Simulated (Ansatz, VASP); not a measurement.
## W: VASP beside Ansatz

Wanted: the spread between two codes on one cell, functional and k mesh. The cell is taken from a series of VASP runs on this material, whose earlier steps may have relaxed, scaled or displaced it; both programs get it as it stands.

Calculated with Ansatz 0.2.0; plane waves, with VASP 6.6.1 beside it; zone-centre phonons at LDA.

## 1. Set-up

It takes space group I4/mmm (No. 139, tetragonal). The conventional cell has a = 3.223 Å, b = 3.223 Å, c = 3.062 Å, α = 90.00°, β = 90.00°, γ = 90.00°. Nearest to W lie 10 W at 2.75 to 3.06 Å.

## 2. VASP: zone-centre phonons, LDA

Second derivatives magnify differences that forces hide, and they need a tight electronic threshold.

Lines of VASP's logs that name or quote its potential files are left out, and so is its time.

File INCAR:

```
SYSTEM = W
PREC = Accurate
ENCUT = 500
EDIFF = 1E-08
NELM = 100
ISMEAR = 1
SIGMA = 0.15
LREAL = .FALSE.
ALGO = Normal
GGA = CA
NBANDS = 12
LASPH = .TRUE.
LORBIT = 11
LWAVE = .FALSE.
LCHARG = .FALSE.
KPAR = 4
IBRION = 8
ISIF = 2
```

File POSCAR:

```
W
1.0
    3.2225819066      0.0000000000      0.0000000000
    0.0000000000      3.2225819066      0.0000000000
    0.0000000000      0.0000000000      3.0616455976
W
2
Direct
    0.0000000000      0.0000000000      0.0000000000
    0.5000000000      0.5000000000      0.5000000000
```

File KPOINTS:

```
Automatic mesh
0
Gamma
16 16 16
0 0 0
```

Potentials, in the order of the species: W (LDA family, release 64).

Command:

```
> mpirun -np 4 vasp_std
```

Numbers of over 12 decimals in the logs are rounded to 6 here.

Output:

```text
[banner, memory and clock lines left out]
running    4 mpi-ranks, on    1 nodes
 distrk:  each k-point on    1 cores,    4 groups
 distr:  one band on    1 cores,    1 groups

 POSCAR found type information on POSCAR W
 POSCAR found :  1 types and       2 ions
 LDA part: xc-table for (Slater(with rela. corr.)+CA(PZ))
 , standard interpolation
 POSCAR, INCAR and KPOINTS ok, starting setup
 FFT: planning ... GRIDC
 FFT: planning ... GRID_SOFT
 FFT: planning ... GRID
 WAVECAR not read
 entering main loop
       N       E                     dE             d eps       ncg     rms          rms(c)
DAV:   1     0.250278963568E+02    0.25028E+02   -0.53728E+03  9728   0.849E+02
DAV:   2    -0.275029520436E+02   -0.52531E+02   -0.48473E+02 12112   0.200E+02
DAV:   3    -0.297515703641E+02   -0.22486E+01   -0.21839E+01 11708   0.360E+01
DAV:   4    -0.297728505279E+02   -0.21280E-01   -0.21222E-01 10660   0.334E+00
DAV:   5    -0.297729482134E+02   -0.97685E-04   -0.97682E-04 11312   0.219E-01    0.285E+01
DAV:   6    -0.287028233473E+02    0.10701E+01   -0.80437E-01 10524   0.612E+00    0.137E+01
DAV:   7    -0.283174802813E+02    0.38534E+00   -0.78056E-01 11052   0.600E+00    0.441E-01
DAV:   8    -0.283123321818E+02    0.51481E-02   -0.49068E-03 10244   0.477E-01    0.132E-01
DAV:   9    -0.283119001806E+02    0.43200E-03   -0.27927E-04 11808   0.908E-02    0.224E-02
DAV:  10    -0.283119093264E+02   -0.91458E-05   -0.78682E-06 10176   0.222E-02    0.107E-02
DAV:  11    -0.283119089577E+02    0.36877E-06   -0.37065E-07 11308   0.483E-03    0.334E-04
DAV:  12    -0.283119089706E+02   -0.12976E-07   -0.52530E-09  6848   0.718E-04    0.239E-04
DAV:  13    -0.283119089726E+02   -0.19371E-08   -0.44262E-10  5440   0.132E-04
   1 F= -.28311909E+02 E0= -.28311858E+02  d E =-.151722E-03
 Linear response reoptimize wavefunctions to high precision
DAV:   1    -0.283119089726E+02   -0.31832E-10   -0.14809E-10  5596   0.114E-04
 Linear response DOF=           2
 Linear response progress:
  Degree of freedom:   1/  2
       N       E                     dE             d eps       ncg     rms          rms(c)
RMM:   1    -0.117008056052E+00   -0.11701E+00   -0.84491E-02 31272   0.184E+00
RMM:   2    -0.117033646758E+00   -0.25591E-04   -0.12632E-03 26527   0.287E-01    0.168E-01
RMM:   3    -0.116602899027E+00    0.43075E-03   -0.19684E-04 26596   0.863E-02    0.965E-02
RMM:   4    -0.116682182230E+00   -0.79283E-04   -0.31256E-04 26618   0.110E-01    0.124E-02
RMM:   5    -0.116687057705E+00   -0.48755E-05   -0.32683E-06 27408   0.124E-02    0.468E-03
RMM:   6    -0.116692090524E+00   -0.50328E-05   -0.47237E-07 27555   0.206E-03    0.264E-03
RMM:   7    -0.116695866948E+00   -0.37764E-05    0.10992E-07 27257   0.140E-03    0.394E-04
RMM:   8    -0.116695665794E+00    0.20115E-06    0.14137E-08 27619   0.305E-04    0.953E-05
RMM:   9    -0.116695052185E+00    0.61361E-06    0.29795E-09 27745   0.843E-05    0.583E-06
RMM:  10    -0.116695034241E+00    0.17944E-07   -0.31905E-10 28796   0.131E-05    0.236E-06
RMM:  11    -0.116695038454E+00   -0.42127E-08   -0.26895E-09 27472   0.608E-06    0.595E-07
 first order change of Fermi-energy   0.49004E-04
 force on displaced ion       1 direction 1 :  -7.440   0.000   0.000
 Linear response progress:
  Degree of freedom:   2/  2
       N       E                     dE             d eps       ncg     rms          rms(c)
RMM:   1    -0.115060386776E+00   -0.11506E+00   -0.87023E-02 17268   0.184E+00
RMM:   2    -0.114920152686E+00    0.14023E-03   -0.12851E-03 14797   0.281E-01    0.158E-01
RMM:   3    -0.114379899335E+00    0.54025E-03   -0.19813E-04 14629   0.876E-02    0.917E-02
RMM:   4    -0.114347558556E+00    0.32341E-04   -0.34955E-04 14586   0.117E-01    0.136E-02
RMM:   5    -0.114356165255E+00   -0.86067E-05   -0.19524E-07 15314   0.104E-02    0.961E-03
RMM:   6    -0.114377182047E+00   -0.21017E-04   -0.50012E-07 14900   0.522E-03    0.632E-04
RMM:   7    -0.114375755646E+00    0.14264E-05   -0.63141E-08 15128   0.740E-04    0.283E-04
RMM:   8    -0.114373259240E+00    0.24964E-05    0.72017E-09 15192   0.395E-04    0.588E-05
RMM:   9    -0.114373401257E+00   -0.14202E-06    0.18258E-09 15234   0.947E-05    0.106E-05
RMM:  10    -0.114373338938E+00    0.62319E-07   -0.42191E-09 16185   0.159E-05    0.198E-06
RMM:  11    -0.114373342740E+00   -0.38023E-08   -0.52038E-09 13513   0.675E-06    0.101E-06
 first order change of Fermi-energy   0.25095E-03
 force on displaced ion       1 direction 3 :   0.000  -0.000  -8.675
 Linear response finished
```

OUTCAR, selected parts (step 2):

```text
ion  position               nearest neighbor table
   1  0.000  0.000  0.000-   2 2.75   2 2.75   2 2.75   2 2.75   2 2.75   2 2.75   2 2.75   2 2.75

  LATTYP: Found a simple tetragonal cell.
 ALAT       =     3.2225819066
 C/A-ratio  =     0.9500598236

 Subroutine GETGRP returns: Found 16 space group operations
 (whereof 16 operations were pure point group operations)

The static configuration has the point symmetry D_4h.

 Found    405 irreducible k-points:

   k-points           NKPTS =    405   k-points in BZ     NKDIM =    405   number of bands    NBANDS=     12

   dimension x,y,z NGX =    24 NGY =   24 NGZ =   24
   dimension x,y,z NGXF=    48 NGYF=   48 NGZF=   48

   ENCUT  =  500.0 eV  36.75 Ry    6.06 a.u.   5.88  5.88  5.58*2*pi/ulx,y,z

   NELECT =      12.0000    total number of electrons

 k-points in reciprocal lattice and weights: Automatic mesh
   0.00000000  0.00000000  0.00000000       0.000
   0.06250000  0.00000000  0.00000000       0.001
   0.12500000  0.00000000  0.00000000       0.001
   0.18750000  0.00000000  0.00000000       0.001
   0.25000000  0.00000000  0.00000000       0.001
   0.31250000  0.00000000  0.00000000       0.001
   0.37500000  0.00000000  0.00000000       0.001
   0.43750000  0.00000000  0.00000000       0.001
   0.50000000  0.00000000  0.00000000       0.000
[...]
0.50000000  0.43750000  0.50000000       0.001
   0.50000000  0.50000000  0.50000000       0.000

 average (electrostatic) potential at core
       1 -38.2521       2 -38.2521

  Total       -3.4016117     -3.4016117     -0.0677148      0.0000000      0.0000000     -0.0000000
  in kB     -171.4085450   -171.4085450     -3.4121744      0.0000000      0.0000000     -0.0000000
  external PRESSURE =    -115.4097548 kB  Pullay stress =       0.0000000 kB

  energy-cutoff  :      500.00
  volume of cell :       31.80
      direct lattice vectors                 reciprocal lattice vectors
     3.222581907  0.000000000  0.000000000     0.310310189  0.000000000  0.000000000
     0.000000000  3.222581907  0.000000000     0.000000000  0.310310189  0.000000000
     0.000000000  0.000000000  3.061645598     0.000000000  0.000000000  0.326621736

 POSITION                                       TOTAL-FORCE (eV/Angst)
 -----------------------------------------------------------------------------------
      0.00000      0.00000      0.00000         0.000000     -0.000000     -0.000000
      1.61129      1.61129      1.53082        -0.000000      0.000000      0.000000
 -----------------------------------------------------------------------------------
    total drift:                                0.000000     -0.000000     -0.000000

 Eigenvectors and eigenvalues of the dynamical matrix
 ----------------------------------------------------

   1 f  =    4.802549 THz    30.175303 2PiTHz  160.195778 cm-1    19.861736 meV
             X         Y         Z           dx          dy          dz
      0.000000  0.000000  0.000000    -0.000000    0.000000   -0.707107
      1.611291  1.611291  1.530823     0.000000    0.000000    0.707107

   2 f  =    4.447617 THz    27.945205 2PiTHz  148.356549 cm-1    18.393860 meV
             X         Y         Z           dx          dy          dz
      0.000000  0.000000  0.000000    -0.000000    0.707107    0.000000
      1.611291  1.611291  1.530823    -0.000000   -0.707107    0.000000

   3 f  =    4.447617 THz    27.945205 2PiTHz  148.356549 cm-1    18.393860 meV
             X         Y         Z           dx          dy          dz
      0.000000  0.000000  0.000000     0.707107    0.000000   -0.000000
      1.611291  1.611291  1.530823    -0.707107   -0.000000    0.000000

   4 f  =    0.000000 THz     0.000000 2PiTHz    0.000001 cm-1     0.000000 meV
             X         Y         Z           dx          dy          dz
      0.000000  0.000000  0.000000    -0.707107   -0.000000    0.000000
      1.611291  1.611291  1.530823    -0.707107    0.000000    0.000000

   5 f  =    0.000000 THz     0.000000 2PiTHz    0.000000 cm-1     0.000000 meV
             X         Y         Z           dx          dy          dz
      0.000000  0.000000  0.000000    -0.000000    0.707107    0.000000
      1.611291  1.611291  1.530823    -0.000000    0.707107    0.000000

   6 f  =    0.000000 THz     0.000000 2PiTHz    0.000000 cm-1     0.000000 meV
             X         Y         Z           dx          dy          dz
      0.000000  0.000000  0.000000     0.000000   -0.000000    0.707107
      1.611291  1.611291  1.530823    -0.000000    0.000000    0.707107

 ELASTIC MODULI CONTR FROM IONIC RELAXATION (kBar)
 Direction    XX          YY          ZZ          XY          YZ          ZX
 --------------------------------------------------------------------------------
 XX           0.0000      0.0000      0.0000      0.0000      0.0000      0.0000
 YY           0.0000      0.0000      0.0000      0.0000      0.0000      0.0000
 ZZ           0.0000      0.0000      0.0000      0.0000      0.0000      0.0000
 XY           0.0000      0.0000      0.0000      0.0000      0.0000      0.0000
 YZ           0.0000      0.0000      0.0000      0.0000      0.0000      0.0000
 ZX           0.0000      0.0000      0.0000      0.0000      0.0000      0.0000
 --------------------------------------------------------------------------------
```

Energies printed during the response cycles are not total energies of the cell.

## 3. Ansatz: zone-centre phonons, LDA

Ansatz runs on its default PAW (the set named soft_2) files.

The same cell, functional (in two slightly different forms), mesh and smearing now go to Ansatz, which takes its cutoff from its data sets.

File input.yaml:

```yaml
crystal:
  lattice:
    - [3.2225819066, 0.0, 0.0]
    - [0.0, 3.2225819066, 0.0]
    - [0.0, 0.0, 3.0616455976]
  atoms:
    - { symbol: W, position: [0.0, 0.0, 0.0] }
    - { symbol: W, position: [0.5, 0.5, 0.5] }
hamiltonian:
  xc: lda
  pseudopotentials: { kind: paw }
kpoints:
  mp_grid: { grid: [16, 16, 16] }
scf:
  occupations: { method: methfessel_paxton, width: 0.15 }
phonons:
  method: dfpt
  qpoints: [[0, 0, 0]]
```

Command:

```
> ansatz run input.yaml --threads 4 --pin off --max-ram 9216MiB --backend cpu --events-out ev --progress --plain --runs-dir out
```

Output:

```text
zone centre: on kpoints.mp_grid the ground state, and the responses unless they are solved on pairs of k-points, stand on 729 of the mesh's 4096 k-points, reduced under 8 symmetry operations, with k and −k counted as one. Each operation leaves every solved displacement unchanged or reverses it
Engine: ansatz 0.2.0, aarch64-unknown-linux-gnu
Pseudopotentials: kind: paw
Pseudopotential: W, paw, valence charge 14, recommended cutoff 420 eV (normal), W.paw.azcp
Functional definition: SPW92
  exchange = slater_x
  correlation = pw_c
Crystal: 2 atoms, lattice volume = 31.795 Å³
Basis set: ecut = 420 eV, 611 PW (Γ), exchange–correlation on 48×48×48 points (8 copies of the dense FFT grid, shifted against one another)
Bands: 18, of which v1, the nominal top of the filled ones, is band 14 counted from 1 (13 counted from 0)
Symmetry: 32 space group operations
k-points: 729 of 4096 (irreducible under 8 space group operations)
Non-local potential: W, projectors of the file, l = 0: 3, l = 1: 2, l = 2: 2, l = 3: 1
PAW form: soft (Blöchl's): semilocal exchange-correlation on the pseudo side does not see the compensation charge
PAW frozen core: W, regenerated for the run's functional, and the local potential with it (the file was generated under x = pbe(κ = 0.804, μ = 0.219515), c = pbe(β = 0.066725))
PAW one-centre angular grid: W, 590 points (default); XC on 64 Gauss nodes
Initial density: superposition of atomic densities (neutral atoms: chi_scale 0, normalization atom), corrected by the library's trained network
Initial wavefunctions: pseudopotential atomic-orbital guess
Functional: x = slater, c = lda
SCF iter   1: F=—  HF=-20259.606200 eV  |F-HF|=—  |Δ(HF+E_count)|=         —  Δρ=5.40e-3  dr2=6.28e-3  ethr=1.77e-3  ⟨swp⟩=5.0  Hψ=54136  notcnv=0
preconditioner: auto → none  [metal: Δε(μ)=0.004 eV  Ē_g=5.528 eV  σ=0.150 eV  W_gap=0.02  n_scr=6 (ndim 8)  ℏωp=22.8 eV  f_vac=0.000  D(μ)=1.00/eV (n_scr^D=6)  sad-step TF]
SCF iter   2: F=—  HF=-20259.605750 eV  |F-HF|=—  |Δ(HF+E_count)|=   4.50e-4  S|Δr|=    0.00e0  Δρ=3.30e-3  dr2=2.39e-3  ethr=2.24e-5  ⟨swp⟩=2.1  Hψ=21923  notcnv=0
SCF iter   3: F=—  HF=-20259.605132 eV  |F-HF|=—  |Δ(HF+E_count)|=   6.17e-4  S|Δr|=    0.00e0  Δρ=2.56e-4  dr2=9.63e-6  ethr=8.53e-6  ⟨swp⟩=2.9  Hψ=22029  notcnv=0
SCF iter   4: F=—  HF=-20259.605127 eV  |F-HF|=—  |Δ(HF+E_count)|=   5.00e-6  S|Δr|=    0.00e0  Δρ=7.78e-5  dr2=1.71e-6  ethr=3.44e-8  ⟨swp⟩=2.0  Hψ=23426  notcnv=0
SCF iter   5: F=—  HF=-20259.605126 eV  |F-HF|=—  |Δ(HF+E_count)|=   9.06e-7  S|Δr|=    0.00e0  Δρ=1.62e-5  dr2=5.22e-8  ethr=6.12e-9  ⟨swp⟩=2.2  Hψ=21374  notcnv=0
SCF iter   6: F=—  HF=-20259.605126 eV  |F-HF|=—  |Δ(HF+E_count)|=   2.33e-8  S|Δr|=    0.00e0  Δρ=2.45e-6  dr2=8.23e-10  ethr=1.86e-10  ⟨swp⟩=2.0  Hψ=21912  notcnv=0
SCF iter   7: F=—  HF=-20259.605126 eV  |F-HF|=—  |Δ(HF+E_count)|=  2.80e-10  S|Δr|=    0.00e0  Δρ=3.39e-7  dr2=1.76e-11  ethr=2.94e-12  ⟨swp⟩=2.1  Hψ=21523  notcnv=0
SCF iter   8: F=-20259.605126 eV  HF=-20259.605126 eV  |F-HF|=7.28e-12  |Δ(HF+E_count)|=    0.00e0  S|Δr|=    0.00e0  Δρ=8.54e-9  dr2=1.15e-14  ethr=1.00e-12  ⟨swp⟩=5.7  Hψ=52621  notcnv=0
the search or the solves at the SCF's close seem to have found levels that the self-consistency loop had missed (the run counts 4). By its estimate they hold under 1e-12 electrons; where the run keeps them, the occupations were computed again with them
SCF 1 converged in 8 iterations: F = -20259.605126 eV  dr2 = 1.15e-14
  greatest PAW one-centre occupation: 1.000 electrons in one spin orbital (limit 2), on the W atom at site 1 (counted from 0), in its partial waves of l = 0
DFPT response loops at Γ: preconditioner auto → Kerker (q_TF=auto, 2.671 Å⁻¹) (partly filled bands, converged f_vac=0.000); β = 1.00, the filter's whole step (`scf.mixing.beta` (0.50) is not read by the response loops under this deck's `scf.mixing.preconditioner`; to damp them name `kerker` or `kerker_dos`, under which they read `scf.mixing.beta`, and type it under 1.00, their step now; both keys bind the ground state too); Broyden in place of MSR1
SCF converged after 8 iterations
Stability not checked: this state was not tested for a lower state beside it, because cold or Methfessel-Paxton smearing, or corrected tetrahedra, fill the levels in a way that the test cannot read (fill_not_monotonic; see scf.lower_state_search)
Free energy (F): -20259.605126 eV
Harris-Foulkes:  -20259.605126 eV  (|F-HF|=7.28e-12)
Internal energy: -20259.604907 eV  (E = F + TS)
E sigma→0 (E₀):  -20259.605072 eV
Entropy (-TS):   -0.000219 eV (-0.110 meV/atom)
Fermi energy:    22.198653 eV
Step filling:    the computed levels leave a gap of 0.0000 eV = 0.0 smearing widths at the electron count; against every level under it full and every level over it empty, smearing changes F+E_penalty+E_count by -0.107 meV and its σ→0 estimate by -0.052 meV
--- Per-component energies (eV) ---
  E_band       = -174.178862
  E_kinetic    = 900.908163
  E_local      = -1215.222528  (includes V_loc(G=0)·N_el)
  E_nonlocal   = 12.441315
  E_hartree    = 432.928944
  E_xc         = -530.137734
  E_vxc        = -477.948732  (∫ρ·V_xc dr)
  E_paw        = -16619.160682  (= ΣΔE_a)
  E_vpaw       = -260.214835  (= ΣTr[D̂ρ^β])
  E_aug_tail   = -0.000128  (compensation charges beyond the density's cutoff)
  E_ewald      = -3241.928562
  E_core_change = 0.566306  (= ΣΔE_core)
  E_smearing   = -0.000219  (= −TS)
  E_closure    = 0.000000  (closes the sum)
  Σ components = -20259.605126   (vs F -20259.605126, Δ=0.00e0)
--- Band table (eV; the first three rows and the last of 729) ---
  k-point 0: bands = [... 10 lower, 16.4422, 20.4999, 21.1931, 21.1931, 23.8662, 24.8003, 27.2420, 27.2420]
  k-point 1: bands = [... 10 lower, 16.5326, 20.5473, 21.1643, 21.1643, 23.9387, 24.6479, 26.7139, 26.7139]
  k-point 2: bands = [... 10 lower, 16.7903, 20.6890, 21.0885, 21.0885, 24.1526, 24.2189, 25.7314, 25.7314]
  k-point 728: bands = [... 10 lower, 19.1534, 19.1534, 19.4876, 19.4876, 25.1483, 25.1483, 25.5428, 25.5428]
--- Phonons (Γ-DFPT): 2 representative perturbations + reference, on 729 of 4096 k-points (Σ response iterations 4) ---
  k mesh reduced under 8 symmetry operations, with k and −k counted as one. Each operation leaves every solved displacement unchanged or reverses it
  ASR residual: 6.153e-6 → 0.000e0 eV/Å²; symmetrization residual: 1.068e-13 eV/Å²
  ASR residual per site (eV/Å²): 6.15e-6 6.15e-6
  Γ frequencies (cm⁻¹): 0.00 0.00 0.00 157.33 157.33 167.50
  non-analytic LO–TO correction: not included (Born effective charges unavailable; polar crystals: no LO–TO splitting at Γ)
--- Phonons (arbitrary-q DFPT): 1 explicit q-point ---
  q = [0, 0, 0] (of the zone-centre solve; hermiticity 9.12e-15, symmetrization 6.90e-15): -0.00 -0.00 0.00 157.33 157.33 167.50
  sum rule: each row above includes the acoustic sum rule's correction from the zone centre's row sums; it moved no ω² by more than (0.10 cm⁻¹)²
```

Elapsed: 25 s, on 4 threads of Arm Neoverse V2, shared host; peak memory 1.4 GiB; 91 s of CPU time.

Reading the cycles: dr2 is the Hartree energy of the density residual (eV), the measure of convergence; HF is the Harris–Foulkes estimate of the energy, which meets the free energy F at convergence.

## 4. Differences

Known differences besides the potentials themselves: the two LDA forms differ slightly; the data sets hold 28 valence electrons in Ansatz (default PAW (the set named soft_2) files) and 12 in VASP; the cutoff is 420 eV in Ansatz and 500 eV in VASP; VASP's log shows a relativistic correction to its local exchange, Ansatz's none. Total energies have different zeros and are not compared.

Compared:

| quantity | Ansatz | VASP | difference |
| --- | --- | --- | --- |
| optical mode 1 to 2 (cm⁻¹) | 157.3 | 148.4 | +6.05 % |
| optical mode 3 (cm⁻¹) | 167.5 | 160.2 | +4.56 % |

Modes are paired by rising frequency and degeneracy, not by their patterns, so a pair may still set unlike modes beside each other.

## 5. Summary of results

```yaml
r_m_s_difference_of_the_optical_zone_centre_modes_each_program_s_sorted_by_frequency_zone_centre_phonons_lda: 8.5 cm⁻¹
difference_in_optical_mode_1_to_2_zone_centre_phonons_lda: +6.0 %
```

What this shows: The r.m.s. difference of the optical zone-centre modes, each program's sorted by frequency is 8.5 cm⁻¹ (zone-centre phonons, LDA). Among the rows given in per cent, the largest difference of the zone-centre phonons, LDA pair is in optical mode 1 to 2, +6.0 %. 1 further run of this series is not shown here. How closely two codes agree says nothing of how well the functional describes the real material.

[Lines on the potential files, build, host, timing and source positions are cut from VASP's logs without a mark.]

[Logs are printed without paths, hosts, clocks, repeated set-up lines and the standing remarks that a program may print on its own settings, such as how far it seeks lower states.]

[Hosts, paths, dates, database ids (printed as entryN), source tags and the programs' standing remarks are cut or masked in the printed files.]
